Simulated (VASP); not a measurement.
Output of a VASP run:

File OSZICAR:
```
       N       E                     dE             d eps       ncg     rms          rms(c)
DAV:   1     0.303070427133E+02    0.30307E+02   -0.42966E+03  3402   0.919E+02
DAV:   2    -0.809940578581E+01   -0.38406E+02   -0.37302E+02  5158   0.122E+02
DAV:   3    -0.933952495389E+01   -0.12401E+01   -0.12373E+01  4044   0.264E+01
DAV:   4    -0.934611464981E+01   -0.65897E-02   -0.65876E-02  4113   0.199E+00
DAV:   5    -0.934613132468E+01   -0.16675E-04   -0.16674E-04  3881   0.967E-02    0.318E+00
DAV:   6    -0.933894497345E+01    0.71864E-02   -0.47050E-03  3837   0.560E-01    0.191E+00
DAV:   7    -0.933551701939E+01    0.34280E-02   -0.10253E-02  3558   0.856E-01    0.890E-02
DAV:   8    -0.933563372384E+01   -0.11670E-03   -0.40266E-04  3529   0.149E-01    0.337E-02
DAV:   9    -0.933567901925E+01   -0.45295E-04   -0.68190E-05  3783   0.666E-02    0.105E-02
DAV:  10    -0.933567862142E+01    0.39784E-06   -0.61346E-06  4119   0.164E-02    0.342E-03
DAV:  11    -0.933567851276E+01    0.10865E-06   -0.86364E-07  3538   0.738E-03    0.135E-03
DAV:  12    -0.933567866241E+01   -0.14964E-06   -0.49015E-08  1940   0.163E-03    0.268E-04
DAV:  13    -0.933567868764E+01   -0.25230E-07   -0.14100E-08  1747   0.950E-04
   1 F= -.98080141E+01 E0= -.98079712E+01  d E =-.980801E+01
```

**OUTCAR**
```
------------------------ aborting loop because EDIFF is reached ----------------------------------------
 Edisp (eV)   -0.47234
  FORCE on cell =-STRESS in cart. coord.  units (eV):
  Direction    XX          YY          ZZ          XY          YZ          ZX
  --------------------------------------------------------------------------------------
  Total       0.00668    -0.00538    -0.00423     0.00000     0.00000     0.00372
  in kB       0.24646    -0.19841    -0.15603     0.00000     0.00000     0.13731
  external pressure =       -0.04 kB  Pullay stress =        0.00 kB
  volume of cell :       43.44
      direct lattice vectors                 reciprocal lattice vectors
     3.619402943 -1.907021403 -0.035142636     0.137016756 -0.262188982 -0.116131021
     3.619402943  1.907021403 -0.035142636     0.137016756  0.262188982 -0.116131021
     2.645259898  0.000000000  3.121000102     0.003085633  0.000000000  0.317794831
 POSITION                                       TOTAL-FORCE (eV/Angst)
 -----------------------------------------------------------------------------------
      2.26072      0.00000      0.69777         0.008505      0.000000      0.002625
      7.62334      0.00000      2.35294        -0.008505      0.000000     -0.002625
 -----------------------------------------------------------------------------------
    total drift:                                0.000000      0.000000      0.000000
  FREE ENERGIE OF THE ION-ELECTRON SYSTEM (eV)
  ---------------------------------------------------
  free  energy   TOTEN  =        -9.8080140779 eV

  energy  without entropy=       -9.8078855382  energy(sigma->0) =       -9.80797123

 reached required accuracy - stopping structural energy minimisation
```
(Selected blocks of OUTCAR.)

### POSCAR
```
As
1
    3.6194029435    -1.9070214027    -0.0351426362
    3.6194029435     1.9070214027    -0.0351426362
    2.6452598984     0.0000000000     3.1210001019
As
2
Direct
  0.2287238311   0.2287238311   0.2287238311
  0.7712761689   0.7712761689   0.7712761689
```

**Question.** Reconstruct the remaining input files.

**Answer.** Several could match; the one computed here: the input of the run itself, PBE GGA with D3 dispersion (zero damping), plane waves, VASP's PBE PAW potentials (set 64).

### INCAR
```
! general
SYSTEM =As
PREC   =Accurate
ENCUT  =520
LREAL  =.FALSE.
LASPH  =.TRUE.

! electronic loop
EDIFF  =1E-7
NELM   =100
ALGO   =Normal
LMAXMIX=4

! smearing
ISMEAR =1
SIGMA  =0.1

! functional
GGA    =PE
IVDW   =11

! ions
IBRION =2
NSW    =30
ISIF   =4
EDIFFG =-0.01

! output
LWAVE  =.FALSE.
LCHARG =.FALSE.
```

KPOINTS:
```
Automatic mesh
0
Gamma
12 12 12
0 0 0
```

POTCAR, in this order: As (PBE.64 set). Program: vasp_std.

The compound is As in the a7 structure. It was relaxed first.
